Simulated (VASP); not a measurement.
A run of VASP 6.6.1:

Contents of INCAR:

```
SYSTEM = LuPd
ALGO = Fast
DIPOL = 0.5 0.5 0.500
EDIFF = 1E-6
ENCUT = 520
GGA = PS
IDIPOL = 3
ISIF = 2
ISMEAR = -1
LASPH = .TRUE.
LCHARG = .TRUE.
LDIPOL = .TRUE.
LELF = .TRUE.
LREAL = .FALSE.
LVACPOTAV = .TRUE.
LVHAR = .TRUE.
LWAVE = .FALSE.
NBANDS = 43
NELM = 100
PREC = Accurate
SIGMA = 0.1
```

Contents of KPOINTS:

```
k-points
0
G
  5 5 1
  0 0 0
```

Contents of POSCAR:

```
LuPd
1.0
    3.4150000000      0.0000000000      0.0000000000
    0.0000000000      3.4150000000      0.0000000000
    0.0000000000      0.0000000000     21.1225000000
Lu Pd
2 2
Direct
    0.0000000000      0.0000000000      0.3787430465
    0.0000000000      0.0000000000      0.5404189845
    0.5000000000      0.5000000000      0.4595810155
    0.5000000000      0.5000000000      0.6212569535
```

Potentials or basis: VASP PAW PBE potentials, release 64 (Lu, Pd).

Command:

```sh
$ cat potpaw_PBE.64/Lu/POTCAR potpaw_PBE.64/Pd/POTCAR > POTCAR
$ mpirun -np 1 vasp_std > vasp.out
```

Hardware: 1 thread of Intel(R) Xeon(R) Platinum 8175M CPU @ 2.50GHz (Skylake/Cascade Lake), with other jobs on the host.

Q: Estimate the wall time of this run.

A: Wall time 9.6 min on 1 thread of Intel(R) Xeon(R) Platinum 8175M CPU @ 2.50GHz (Skylake/Cascade Lake), with other jobs on the host, peak memory 0.38 GiB. Counts: scf iterations 49, k points 6.
